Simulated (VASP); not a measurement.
# Lattice of Pd (Palladium) across functionals and dispersion corrections, part 3 of 3

Aim: relax Pd (Palladium) at several levels and hold each cell against experiment. LASPH is on for some levels and off for others; the table marks which. The start is a cell from a database of measured crystal structures.

VASP 6.6.1, plane waves and PAW; the level of theory is named at each step.

Still holding for the runs below: The k-mesh is coarse for a metal.

So far, final volume (Å³): step 2 (relaxation, level LDA) 14.2; step 5 (relaxation, level r2SCAN) 15.0; step 6 (relaxation, level PBE + D3(BJ), PBE with D3(BJ)) 14.7; step 7 (relaxation, level r2SCAN + rVV10, r2SCAN with rVV10) 14.8; step 8 (relaxation, level SCAN) 14.8.

**9. Relaxation with rev-vdW-DF2**

This step: rev-vdW-DF2; plane waves and PAW (Pd) (VASP 6.6.1).

rev-vdW-DF2 revises the exchange of vdW-DF2 for solids.

Input file INCAR:

```
SYSTEM = Pd
PREC = Accurate
ENCUT = 520
EDIFF = 1E-06
NELM = 100
ISMEAR = -1
SIGMA = 0.05
LREAL = .FALSE.
ALGO = Normal
GGA = MK
AGGAC = 0
LUSE_VDW = .TRUE.
PARAM1 = 0.1234
PARAM2 = 0.711357
ZAB_VDW = -1.8867
LASPH = .TRUE.
NBANDS = 11
LORBIT = 11
LWAVE = .FALSE.
LCHARG = .FALSE.
KPAR = 2
IBRION = 2
NSW = 60
ISIF = 3
EDIFFG = -0.01
```

Input file POSCAR:

```
Pd
1.0
    0.0000000000      1.9465000000      1.9465000000
    1.9465000000      0.0000000000      1.9465000000
    1.9465000000      1.9465000000      0.0000000000
Pd
1
Direct
    0.0000000000      0.0000000000      0.0000000000
```

Input file KPOINTS:

```
Automatic mesh
0
Gamma
10 10 10
0 0 0
```

The projector-augmented-wave data sets are Pd (PBE family, release 64).

Started as:

```bash
mpirun -np 2 vasp_std
```

The program printed:

```text
[banner, memory and clock lines left out]
running    2 mpi-ranks, on    1 nodes
[...]
[... a notice as in an earlier step ...]

 [... a notice as in an earlier step ...]

 LDA part: xc-table for (Slater+PW92), standard interpolation
 POSCAR, INCAR and KPOINTS ok, starting setup
[...]
entering main loop
       N       E                     dE             d eps       ncg     rms          rms(c)
DAV:   1     0.453084532119E+02    0.45308E+02   -0.52162E+03  1034   0.864E+02
DAV:   2    -0.245419760630E+01   -0.47763E+02   -0.46144E+02  1160   0.182E+02
DAV:   3    -0.301400347024E+01   -0.55981E+00   -0.55830E+00  1251   0.215E+01
DAV:   4    -0.301617543335E+01   -0.21720E-02   -0.21716E-02  1251   0.138E+00
[...]
DAV:   9    -0.272104009988E+01    0.22845E-04   -0.15456E-04  1337   0.106E-01    0.229E-02
DAV:  10    -0.272104389133E+01   -0.37914E-05   -0.72671E-06  1302   0.256E-02    0.793E-03
DAV:  11    -0.272104338916E+01    0.50217E-06   -0.73147E-08   859   0.269E-03
[...]
DAV:   4    -0.271966134069E+01   -0.90631E-04   -0.93401E-04  1233   0.198E-01    0.148E-02
DAV:   5    -0.271966791347E+01   -0.65728E-05   -0.86757E-06  1283   0.220E-02    0.112E-02
DAV:   6    -0.271967111788E+01   -0.32044E-05   -0.11720E-06  1280   0.782E-03    0.106E-03
DAV:   7    -0.271967120923E+01   -0.91347E-07   -0.26714E-08   805   0.141E-03
   2 F= -.27196712E+01 E0= -.27118295E+01  d E =0.137218E-02
 trial-energy change:    0.001372  1 .order    0.001252   -0.005313    0.007818
 step:   0.3916(harm=  0.4046)  dis= 0.00000  next Energy=    -2.722076 (dE=-0.103E-02)
[...]
N       E                     dE             d eps       ncg     rms          rms(c)
DAV:   1    -0.275709697727E+01   -0.37426E-01   -0.64337E-01  1166   0.776E+00    0.127E+00
DAV:   2    -0.272221387791E+01    0.34883E-01   -0.16247E-01  1214   0.315E+00    0.275E-01
DAV:   3    -0.272202271974E+01    0.19116E-03   -0.12403E-03  1376   0.235E-01    0.167E-01
DAV:   4    -0.272206561422E+01   -0.42894E-04   -0.37657E-04  1232   0.138E-01    0.148E-02
DAV:   5    -0.272206493709E+01    0.67713E-06   -0.41988E-06  1249   0.175E-02
   3 F= -.27220649E+01 E0= -.27144737E+01  d E =-.102155E-02
[...]
reached required accuracy - stopping structural energy minimisation
```

It took 34 s on 2 MPI ranks of AMD EPYC 7R43, shared host; peak memory 0.41 GiB.

From OUTCAR (step 9):

```text
  Total       -0.0088606     -0.0088606     -0.0088606      0.0000000     -0.0000000      0.0000000
  in kB       -0.9520770     -0.9520770     -0.9520770      0.0000000     -0.0000000      0.0000000
  external PRESSURE =      -0.9520770 kB  Pullay stress =       0.0000000 kB

  FREE ENERGIE OF THE ION-ELECTRON SYSTEM (eV)
  ---------------------------------------------------
  free  energy   TOTEN  =        -2.7220649371 eV

  energy  without entropy=       -2.7068824269  energy(sigma->0) =       -2.71447368

[... 3 parts as in an earlier step ...]

[... 2 further parts left out ...]
[key lines of the parts left out:]
E-fermi :   9.4923
```

It ends at 14.91 Å³/atom, +1.1 % from the start, with -0.10 GPa left. The conventional cell has a = 3.907 Å.

**10. The cells as a table**

This step: relaxed cells at several levels; plane waves and PAW (VASP 6.6.1).

This step runs nothing: it gathers the runs above.

Lengths are those of the conventional cell; cost is the wall time of each run, as given at its step, times its ranks, without the set-up around it; LASPH differs between rows, which moves results and costs too. Results by level, by row:

```csv
level,volume (Å³/atom),change from the start (%),a (Å),cost (core minutes),LASPH
LDA,14.18,-3.9,3.842,0.327,off
PBEsol,14.52,-1.6,3.873,0.313,off
PBE,15.29,3.7,3.94,0.333,off
r2SCAN,14.96,1.4,3.911,1.7,on
PBE + D3(BJ),14.68,-0.5,3.887,0.273,off
r2SCAN + rVV10,14.79,0.2,3.896,2.33,on
SCAN,14.75,0,3.893,0.9,on
rev-vdW-DF2,14.91,1.1,3.907,1.13,on
```

**11. Results**

```
volume, LDA            : 14.18 Å³/atom
volume, PBEsol         : 14.52 Å³/atom
volume, PBE            : 15.29 Å³/atom
volume, r2SCAN         : 14.96 Å³/atom
volume, PBE + D3(BJ)   : 14.68 Å³/atom
volume, r2SCAN + rVV10 : 14.79 Å³/atom
volume, SCAN           : 14.75 Å³/atom
volume, rev-vdW-DF2    : 14.91 Å³/atom
```

In words: For Pd (Palladium) the levels give volumes between 14.18 Å³/atom (LDA) and 15.29 Å³/atom (PBE), a spread of 7.8 %, while the cost of the finished runs spans a factor of 8.5. Within 1 % of experiment on every length: PBEsol, r2SCAN, PBE + D3(BJ), r2SCAN + rVV10, SCAN and rev-vdW-DF2. The nearest, SCAN, took 3.3 times the core time of PBE + D3(BJ) and lowers the largest miss from 0.09 to 0.07 %. Thermal and zero-point expansion, often some tenths of a per cent in length, bear on this order: with the measured lengths lowered by an assumed 0.4 % the nearest becomes PBEsol. The costs hold the number of ionic steps as well as the price of the functional. The closing table has room for seven levels; rev-vdW-DF2 stands in the table of levels alone. Adding D3(BJ) to PBE changes the volume by -4.0 % (a by -1.4 %). Adding rVV10 to r2SCAN changes the volume by -1.2 % (a by -0.4 %). Pairwise corrections of the D and TS kind ignore the screening in a metal, so they may overbind here. Within 0.02 Å all end in space group Fm-3m; the runs can't lower the symmetry of the start. The k-sampling is coarse for a metal, so the Fermi level, pressures and the shape of the cell carry errors. LASPH is on for some levels and off for others, so differences between them are not the functional's alone. Each is a single relaxation on the plane waves of the start cell, so larger changes of volume carry a basis-set error that was not tested here.

Comparison with the measured values:

| quantity | measured | LDA | PBEsol | PBE | r2SCAN | PBE + D3(BJ) | r2SCAN + rVV10 | SCAN |
| --- | --- | --- | --- | --- | --- | --- | --- | --- |
| lattice constant a (Å) | 3.8902 | 3.842 (-1.2 %) | 3.873 (-0.4 %) | 3.940 (+1.3 %) | 3.911 (+0.5 %) | 3.887 (-0.1 %) | 3.896 (+0.2 %) | 3.893 (+0.1 %) |

Measured values from arxiv:2204.14071 (2022).

How well it matches: For the lattice constant a, of the levels listed nearest comes SCAN (+0.1 %, good agreement) and farthest PBE (+1.3 %, fair agreement). The grades are ours: good and fair within 0.7 and 1.5 % for the lattice constant a. Zero-point motion and thermal expansion (measured at up to 293.15 K) are not in the computed lattice constants.

[Lines on the potential files, build, host, timing and source positions are cut from VASP's logs without a mark.]

[Logs are printed without paths, hosts, clocks, repeated set-up lines and the standing remarks that a program may print on its own settings, such as how far it seeks lower states.]

[Hosts, paths, dates, database ids (printed as entryN), source tags and the programs' standing remarks are cut or masked in the printed files.]

[A measured line is paired with the nearest computed mode of its activity, which favours agreement.]
